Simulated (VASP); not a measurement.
The input files of a VASP run:

File KPOINTS:
```
kpoints
0
G
  6 6 3
0 0 0
```

**POSCAR**
```
ZnCdS2
1
    3.9443144519     0.0000000000     0.0000000000
   -1.9721572259     3.4158768109     0.0000000000
    0.0000000000    -0.0000000000     6.5200826140
Zn Cd S
1 1 2
Direct
  0.0000000000   1.0000000000   0.9995600063
  0.3333330000   0.6666670000   0.5060004524
  0.3333330000   0.6666670000   0.8920098870
  0.0000000000   0.0000000000   0.3544196543
```

**INCAR**
```
! general
SYSTEM   =  ZnCdS2
PREC     =  Accurate
ENCUT    =  400
LREAL    =  .FALSE.
LASPH    =  .TRUE.

! electronic loop
EDIFF    =  1E-6
NELM     =  100
ALGO     =  Normal
LMAXMIX  =  4

! smearing
ISMEAR   =  0
SIGMA    =  0.05

! functional
GGA      =  PS

! ions
IBRION   =  2
NSW      =  60
ISIF     =  3
EDIFFG   =  -0.02

! output
LWAVE    =  .FALSE.
LCHARG   =  .FALSE.
```

POTCAR, in this order: Zn Cd S (PBE.64 set). Program: vasp_std.

Problem. Translate this PBEsol calculation to Quantum ESPRESSO's pw.x.

Solution. One equivalent input (not run):
```
&CONTROL
  calculation = 'vc-relax'
  pseudo_dir = './pseudo'
  outdir = './out'
  tprnfor = .true.
  tstress = .true.
  nstep = 60
  forc_conv_thr = 0.00078
/
&SYSTEM
  ibrav = 0
  nat = 4
  ntyp = 3
  ecutwfc = 102
  occupations = 'smearing'
  smearing = 'gaussian'
  degauss = 0.003675
  input_dft = 'pbesol'
/
&ELECTRONS
  conv_thr = 7.3e-08
  electron_maxstep = 100
/
&IONS
/
&CELL
/
ATOMIC_SPECIES
  Zn 65.380 Zn.upf
  Cd 112.414 Cd.upf
  S 32.060 S.upf
CELL_PARAMETERS angstrom
     3.9443145    0.0000000    0.0000000
    -1.9721572    3.4158768    0.0000000
     0.0000000   -0.0000000    6.5200826
ATOMIC_POSITIONS crystal
  Zn   0.0000000  1.0000000  0.9995600
  Cd   0.3333330  0.6666670  0.5060005
  S    0.3333330  0.6666670  0.8920099
  S    0.0000000  0.0000000  0.3544197
K_POINTS automatic
  6 6 3 0 0 0
```
Limits of the translation: the potentials are each code's own (VASP's PAW set, PseudoDojo norm-conserving files in pw.x), so ENCUT and ecutwfc are chosen apart and not converted; conv_thr bounds pw.x's estimated SCF error, while EDIFF bounds the energy change between steps; forc_conv_thr acts on force components and is met together with etot_conv_thr.

The structure comes from a computed database's ZnCdS2 entry (P3m1); how it stands against other phases isn't given here. This run relaxes it. Symmetry was kept, so distortions that lower it aren't found. The start is the result of an earlier pass.
